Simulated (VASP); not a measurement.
A VASP calculation is set up with these files.

**POSCAR**
```
TiN
1
    2.1624000000     0.0000000000     2.1624000000
    0.0000000000     2.1624000000     2.1624000000
    2.1624000000     2.1624000000     0.0000000000
Ti N
1 1
Direct
  0.0000000000   0.0000000000   0.0000000000
  0.5000000000   0.5000000000   0.5000000000
```

File KPOINTS:
```
Automatic mesh
0
Gamma
11 11 11
0 0 0
```

**INCAR**
```
SYSTEM = TiN
PREC = Accurate
ENCUT = 520
EDIFF = 1E-6
NELM = 100
ALGO = Normal
LREAL = .FALSE.
LASPH = .TRUE.
ISMEAR = 1
SIGMA = 0.1
GGA = PE
LMAXMIX = 4
LWAVE = .FALSE.
LCHARG = .FALSE.
ISIF = 2
```

POTCAR, in this order: Ti_sv N (PBE.64 set). Program: vasp_std.

What VASP printed:

standard output:
```
 -----------------------------------------------------------------------------
|                                                                             |
|     EEEEEEE  RRRRRR   RRRRRR   OOOOOOO  RRRRRR      ###     ###     ###     |
|     E        R     R  R     R  O     O  R     R     ###     ###     ###     |
|     E        R     R  R     R  O     O  R     R     ###     ###     ###     |
|     EEEEE    RRRRRR   RRRRRR   O     O  RRRRRR       #       #       #      |
|     E        R   R    R   R    O     O  R   R                               |
|     E        R    R   R    R   O     O  R    R      ###     ###     ###     |
|     EEEEEEE  R     R  R     R  OOOOOOO  R     R     ###     ###     ###     |
|                                                                             |
|     ERROR: the triple product of the basis vectors is negative exchange     |
|     two basis vectors                                                       |
|                                                                             |
|       ---->  I REFUSE TO CONTINUE WITH THIS SICK JOB ... BYE!!! <----       |
|                                                                             |
 -----------------------------------------------------------------------------
```

Q: Read input and log: which fault does this run have?
A) one atom is typed twice, on or next to the same site
B) LEPSILON was set with a meta-GGA
C) the lattice vectors form a left-handed set
D) the Γ-only program was given a k-mesh

A: C, the lattice vectors form a left-handed set. VASP stops with an error: ERROR: the triple product of the basis vectors is negative exchange two basis vectors ----> I REFUSE TO CONTINUE WITH THIS SICK JOB ... BYE!!! <----

To mend it, correct POSCAR.
**POSCAR**
```
TiN
1
    0.0000000000     2.1624000000     2.1624000000
    2.1624000000     0.0000000000     2.1624000000
    2.1624000000     2.1624000000     0.0000000000
Ti N
1 1
Direct
  0.0000000000   0.0000000000   0.0000000000
  0.5000000000   0.5000000000   0.5000000000
```
The mended run (PBE GGA, plane waves, VASP's PBE PAW potentials (set 64)) converges, and its OSZICAR ends with
```
   1 F= -.19585662E+02 E0= -.19585150E+02  d E =-.153476E-02
```

The compound is TiN in the rock salt structure. The cell was not relaxed at this level.
